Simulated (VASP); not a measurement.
Data:

```xyz
2
Lattice="0.0000 3.0158 3.0158 3.0158 0.0000 3.0158 3.0158 3.0158 0.0000" Properties=species:S:1:pos:R:3 pbc="T T T"
In     4.5236     4.5236     4.5236
As     0.0000     0.0000     0.0000
```

Computed with LDA (Ceperley-Alder, Perdew-Zunger) with spin-orbit coupling, VASP's LDA PAW potentials (set 64) (plane waves; VASP). Numerical set-up: 400 eV cut-off, 10×10×10 Γ-centred mesh, Gaussian smearing of 0.050 eV, potentials In_d As.

The job: InAs (space group F-43m), 2 atoms, LDA+SOC, static run, 400 eV, 10×10×10 Γ-centred mesh. Roughly how much core time does it take on a busy server core?

About 4 core-minutes (one run on a shared machine, a rough figure). It had 73 irreducible k-points, 26 bands, up to 2020 plane waves and 13 electronic steps.

The structure comes from a computed database's InAs entry (F-43m); how it stands against other phases isn't given here. It was relaxed first.
